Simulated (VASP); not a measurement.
# A VASP study of P2W (r2SCAN): structure first, properties next, part 5 of 5

What structure and properties does r2SCAN give P2W, and how near are they to the measured ones? The start is a cell from a database of measured crystal structures.

VASP 6.6.1; r2SCAN; plane waves and PAW (P, W).

Still holding for the runs below: Spin-orbit coupling is off here; with elements this heavy it splits and shifts levels by tenths of an eV or more.

So far. Step 5 (Density of states (r2SCAN)): The finer mesh and the other smearing move the Fermi level by -0.01 eV from the 9×9×4 run, a small shift, which tests the Fermi level alone. Of the states within 0.3 eV of the Fermi level, the largest shares in the PAW spheres are W d 57 % and P p 11 %. The rest lies in smaller channels or between the spheres. Step 6 (Zone-centre phonons (r2SCAN)): The three acoustic modes lie within 0.1 cm⁻¹ of zero, and all others are real.

## Step 7: Independent-particle dielectric function (r2SCAN)

LOPTICS sums transitions from filled to empty bands. The mesh is finer than in the run before. NBANDS is raised for it.

File INCAR:

```
SYSTEM = P2W
PREC = Accurate
ENCUT = 400
EDIFF = 1E-06
NELM = 100
ISMEAR = 0
SIGMA = 0.05
LREAL = .FALSE.
ALGO = Normal
METAGGA = R2SCAN
LASPH = .TRUE.
NBANDS = 64
LORBIT = 11
LWAVE = .FALSE.
LCHARG = .FALSE.
KPAR = 4
LOPTICS = .TRUE.
NEDOS = 1500
CSHIFT = 0.1
```

File POSCAR:

```
P2W
1.0
    4.2370807001     -1.5913367088     -0.0008497910
    4.2370807001      1.5913367088     -0.0008497910
   -3.6515136806      0.0000000000      6.5105384949
P W
4 2
Direct
    0.1381086931      0.1381086931      0.0251278656
    0.8618913069      0.8618913069      0.9748721344
    0.6002130682      0.6002130682      0.4012921383
    0.3997869318      0.3997869318      0.5987078617
    0.8417601232      0.8417601232      0.2932268728
    0.1582398768      0.1582398768      0.7067731272
```

File KPOINTS:

```
Automatic mesh
0
Gamma
13 13 6
0 0 0
```

Potentials, in the order of the species: P and W (PBE family, release 64).

Started as:

```bash
$ mpirun -np 4 vasp_std
```

What it wrote:

```text
[... set-up lines as in an earlier step ...]
 entering main loop
       N       E                     dE             d eps       ncg     rms          rms(c)
DAV:   1    -0.749344569238E+01   -0.74934E+01   -0.10065E+04 35840   0.373E+02
DAV:   2    -0.139529524339E+03   -0.13204E+03   -0.11981E+03 43200   0.112E+02
DAV:   3    -0.145092436108E+03   -0.55629E+01   -0.54656E+01 43840   0.204E+01
DAV:   4    -0.145117484497E+03   -0.25048E-01   -0.25040E-01 42904   0.158E+00
DAV:   5    -0.145117603601E+03   -0.11910E-03   -0.11910E-03 43976   0.115E-01    0.343E+01
DAV:   6    -0.141223164391E+03    0.38944E+01   -0.65807E-01 49136   0.425E+00    0.152E+01
DAV:   7    -0.141211147165E+03    0.12017E-01   -0.35508E-01 42080   0.320E+00    0.108E+01
DAV:   8    -0.141140944619E+03    0.70203E-01   -0.82700E-02 50384   0.140E+00    0.948E-01
DAV:   9    -0.141142321656E+03   -0.13770E-02   -0.22813E-02 42384   0.516E-01    0.117E+00
DAV:  10    -0.141142922584E+03   -0.60093E-03   -0.18948E-03 45432   0.120E-01    0.366E-01
DAV:  11    -0.141142867549E+03    0.55034E-04   -0.13647E-04 41088   0.426E-02    0.364E-01
DAV:  12    -0.141142902358E+03   -0.34808E-04   -0.75601E-05 45720   0.333E-02    0.228E-02
DAV:  13    -0.141142901977E+03    0.38078E-06   -0.89710E-06 42968   0.823E-03
   1 F= -.14114290E+03 E0= -.14114203E+03  d E =-.173743E-02
 optical routines
 imaginary and real dielectric function
 direction            1
 direction            2
 direction            3
```

Elapsed: 9.1 min, on 4 MPI ranks of Intel Xeon 6975P-C (Granite Rapids), shared host; peak memory 5.3 GiB; 36 min of CPU time.

Parts of OUTCAR (step 7):

```text
   k-points           NKPTS =    280   k-points in BZ     NKDIM =    280   number of bands    NBANDS=     64

   NELECT =      32.0000    total number of electrons

 E-fermi :   9.4115

 k-point     1 :       0.0000    0.0000    0.0000
  band No.  band energies     occupation
    ...
     12       6.1123      2.00000
     13       6.8392      2.00000
     14       7.1365      2.00000
     15       7.4689      2.00000
     16       8.9870      2.00000
     17       9.9704      0.00000
     18      10.3521      0.00000
     19      11.2757      0.00000
     20      12.3513      0.00000
     21      13.4095      0.00000
    ...

  Total       -0.0595113      0.0075516      0.0658363      0.0000000      0.0000000     -0.0273838
  in kB       -1.0861339      0.1378227      1.2015705      0.0000000      0.0000000     -0.4997784
  external PRESSURE =       0.0844198 kB  Pullay stress =       0.0000000 kB

 POSITION                                       TOTAL-FORCE (eV/Angst)
 -----------------------------------------------------------------------------------
      1.07860      0.00000      0.16336         0.005586      0.000000     -0.011659
      3.74405      0.00000      6.34548        -0.005586      0.000000      0.011659
      3.62098      0.00000      2.61161        -0.000578      0.000000     -0.018897
      1.20167      0.00000      3.89723         0.000578      0.000000      0.018897
      6.06249      0.00000      1.90763         0.020207      0.000000     -0.000201
     -1.23984      0.00000      4.60120        -0.020207      0.000000      0.000201
 -----------------------------------------------------------------------------------
    total drift:                               -0.000000     -0.000000      0.000000

  FREE ENERGIE OF THE ION-ELECTRON SYSTEM (eV)
  ---------------------------------------------------
  free  energy   TOTEN  =      -141.1429019769 eV

  energy  without entropy=     -141.1411645460  energy(sigma->0) =     -141.14203326

 plasma frequency squared (from intraband transitions) (eV^2)
  --------------------------------------------------------------------------------------
       5.663       0.000      -1.771
       0.000       4.474       0.000
      -1.771       0.000      16.949

[... 7 parts as in an earlier step ...]

[... 9 further parts left out ...]
```

These are independent-particle spectra without excitons or local fields, and fine structure depends on the mesh and on CSHIFT. The intraband (Drude) part is not in this spectrum.

Numbers from this step:

| Quantity | Value |
| --- | --- |
| SCF cycles | 13 |
| bands | 64 |
| irreducible k-points | 280 |
| free energy (TOTEN) | -141.1429 eV |
| energy at zero smearing | -141.1420 eV |
| Fermi energy | 9.412 eV |
| pressure | 0.008442 GPa |

The imaginary dielectric function has structure finer than the step of the table below, so its rows give means over 1 eV, whole bins alone (the curve runs from 0 to 25.0 eV). Peaks (eV: height): xx 0.8: 15.5, 2.3: 16.2, 5.1: 24.2; yy 4.7: 19.7; zz 0.4: 40.6, 4.3: 18.0.

Imaginary dielectric function against photon energy; means over each step:

```tsv
photon energy (eV)	xx	yy	zz
1	12.4	9.27	26.4
2	14.0	10.6	11.1
3	14.1	14.2	14.6
4	19.2	17.1	16.6
5	23.1	18.2	17.3
6	17.1	16.9	16.0
7	13.1	11.6	11.2
8	11.1	8.96	9.29
9	6.21	6.63	7.18
10	3.95	4.80	4.24
11	2.64	3.25	3.19
12	1.84	2.67	2.89
13	1.42	2.15	2.25
14	1.05	1.59	1.61
15	0.786	1.24	1.18
16	0.594	0.879	0.824
17	0.441	0.651	0.558
18	0.364	0.496	0.414
19	0.323	0.395	0.346
20	0.272	0.321	0.287
21	0.234	0.265	0.238
22	0.227	0.228	0.212
23	0.202	0.191	0.192
24	0.189	0.173	0.167
```

Table of real dielectric function by photon energy:

```tsv
photon energy (eV)	xx	yy	zz
0	40.5	29.1	74.0
1	20.5	20.7	6.96
2	19.9	18.8	15.6
3	15.5	15.7	11.0
4	13.4	10.9	9.91
5	4.52	3.76	4.71
6	-2.09	-0.418	-0.739
7	-4.64	-4.13	-3.48
8	-6.97	-4.34	-4.34
9	-6.62	-4.46	-4.97
10	-5.42	-4.48	-4.61
11	-4.41	-3.59	-3.26
12	-3.53	-2.77	-2.88
13	-2.69	-2.64	-2.77
14	-2.29	-2.20	-2.38
15	-1.80	-1.93	-2.02
16	-1.46	-1.59	-1.72
17	-1.12	-1.27	-1.34
18	-0.829	-0.997	-0.982
19	-0.626	-0.759	-0.755
20	-0.454	-0.561	-0.566
21	-0.297	-0.406	-0.383
22	-0.162	-0.259	-0.243
23	-0.0782	-0.138	-0.140
24	0.0378	-0.0272	-0.0278
```

## Step 8: Band structure (r2SCAN), changed input

This run is made with a changed input; what comes of it follows.

File INCAR:

```
SYSTEM = P2W
PREC = Accurate
ENCUT = 400
EDIFF = 1E-16
NELM = 58
ISMEAR = 0
SIGMA = 0.05
LREAL = .FALSE.
ALGO = Normal
METAGGA = R2SCAN
LASPH = .TRUE.
NBANDS = 32
LORBIT = 11
LWAVE = .FALSE.
LCHARG = .FALSE.
KPAR = 4
```

POSCAR is that of step 7.

File KPOINTS:

```
Automatic mesh
0
Gamma
9 9 4
0 0 0
```

File KPOINTS_OPT:

```
Line mode
16
Line-mode
Reciprocal
 -0.50000000  -0.50000000   0.50000000 X
  0.00000000   0.00000000   0.00000000 GAMMA

  0.00000000   0.00000000   0.00000000 GAMMA
  0.00000000   0.00000000  -0.50000000 Y

 -0.50000000  -0.50000000   0.00000000 L
  0.00000000   0.00000000   0.00000000 GAMMA

  0.00000000   0.00000000   0.00000000 GAMMA
  0.50000000   0.00000000   0.00000000 Z

  0.00000000  -0.50000000   0.50000000 N
  0.00000000   0.00000000   0.00000000 GAMMA

  0.00000000   0.00000000   0.00000000 GAMMA
  0.50000000   0.00000000  -0.50000000 M

  0.00000000  -0.50000000   0.00000000 R
  0.00000000   0.00000000   0.00000000 GAMMA
```

Started as:

```bash
$ mpirun -np 4 vasp_std
```

What it wrote:

```text
[... set-up lines as in an earlier step ...]
 entering main loop
       N       E                     dE             d eps       ncg     rms          rms(c)
[... 12 cycles as in an earlier step ...]
DAV:  13    -0.141138901802E+03    0.34969E-05   -0.79985E-06  7360   0.160E-02    0.159E-02
DAV:  14    -0.141138901705E+03    0.97106E-07   -0.14565E-06  7960   0.586E-03    0.840E-03
DAV:  15    -0.141138901936E+03   -0.23065E-06   -0.10530E-07  7408   0.217E-03    0.285E-03
DAV:  16    -0.141138901854E+03    0.81799E-07   -0.15526E-08  7560   0.668E-04    0.818E-04
[...]
DAV:  32    -0.141138901829E+03   -0.79763E-09    0.73602E-14  7864   0.762E-10    0.278E-10
DAV:  33    -0.141138901830E+03   -0.97862E-09    0.65723E-13  7752   0.388E-10    0.309E-10
DAV:  34    -0.141138901830E+03   -0.13279E-09   -0.17097E-13  7840   0.228E-10    0.203E-10
 hard stop encountered!  aborting job ...
 -----------------------------------------------------------------------------
|                                                                             |
|           W    W    AA    RRRRR   N    N  II  N    N   GGGG   !!!           |
|           W    W   A  A   R    R  NN   N  II  NN   N  G    G  !!!           |
|           W    W  A    A  R    R  N N  N  II  N N  N  G       !!!           |
|           W WW W  AAAAAA  RRRRR   N  N N  II  N  N N  G  GGG   !            |
|           WW  WW  A    A  R   R   N   NN  II  N   NN  G    G                |
|           W    W  A    A  R    R  N    N  II  N    N   GGGG   !!!           |
|                                                                             |
|     The electronic self-consistency was not achieved in the given           |
|     number of steps (NELM). The forces and other quantities evaluated       |
|     might not be reliable so examine the results carefully. If you find     |
|     spurious results, we suggest increasing NELM, if you were close to      |
|     convergence or switching to a different ALGO or adjusting the           |
|     density mixing parameters otherwise.                                    |
|                                                                             |
 -----------------------------------------------------------------------------

 soft stop encountered!  aborting job ...
   1 F= -.14113890E+03 E0= -.14113769E+03  d E =-.242556E-02
 Start KPOINTS_OPT (optional k-point list driver)
k-point batch [1-95\112]
       N       E                     dE             ncg
DAV:   1     0.227274706876E+05   -0.12498E+05     6080
DAV:   2     0.104583803513E+05   -0.12269E+05     7240
DAV:   3     0.981842340231E+04   -0.63996E+03     8032
```

Run time: 4.6 min. Hardware: 4 MPI ranks.

The run was stopped at its time limit, by a STOPCAR file.

The fault in the input: threshold below the noise (EDIFF = 1e-16). An EDIFF of 1E-06 to 1E-08 can be reached; this one can't.

## Step 9: Results

```yaml
relaxed_volume: 14.63 Å³/atom
relaxed_conventional_cell_a_b_c: 8.474, 3.183, 7.465 Å; angles 90.0, 119.3, 90.0°
space_group_after_relaxing_within_0p02_a: C2/m (No. 12)
band_gap: none, a metal
dos_at_the_fermi_level: 1.27 states/eV/cell
highest_zone_centre_mode: 487 cm⁻¹
```

In words: With r2SCAN, P2W relaxes to 14.63 Å³/atom in space group C2/m (held by the symmetry of the run) and comes out as a metal. Against the listed cell the volume lies +0.2 % (a -0.3 %, b +0.5 %, c under 0.05 %). Bands along the symmetry lines (r2SCAN): Of the bands kept, 2 cross the Fermi level on this path. Zone-centre phonons (r2SCAN): The highest mode at Γ, 487.2 cm⁻¹, is mostly motion of P (99 % of the kinetic energy). Spin-orbit coupling is left out, and with elements this heavy it would split and shift bands near the Fermi level. Modes at Γ alone can't show that the crystal is stable at other wave vectors. No search among competing phases was made, and a listed structure need not be the one stable at ambient conditions. All values are for a static lattice at zero temperature.

Calculation against experiment:

| quantity | measured | r2SCAN |
| --- | --- | --- |
| lattice constant a (Å) | 8.49 | 8.474 (-0.2 %) |
| lattice constant b (Å) | 3.1615 | 3.183 (+0.7 %) |
| lattice constant c (Å) | 7.456 | 7.465 (+0.1 %) |

Measured values from arxiv:1804.03879 (2018).

How well it matches: The lattice constant a is off by -0.2 %: good agreement. The lattice constant b is off by +0.7 %: good agreement. The lattice constant c is off by +0.1 %: good agreement. The grades are ours: good and fair within 0.7 and 1.5 % for the lattice constant a, 0.7 and 1.5 % for the lattice constant b and 0.8 and 2 % for the lattice constant c. Zero-point motion and thermal expansion are not in the computed lattice constants.

[Lines on the potential files, build, host, timing and source positions are cut from VASP's logs without a mark.]

[Logs are printed without paths, hosts, clocks, repeated set-up lines and the standing remarks that a program may print on its own settings, such as how far it seeks lower states.]

[Hosts, paths, dates, database ids (printed as entryN), source tags and the programs' standing remarks are cut or masked in the printed files.]

[Measured values are set beside computed ones only where the two were judged alike; some that the calculation misses by far are left out.]
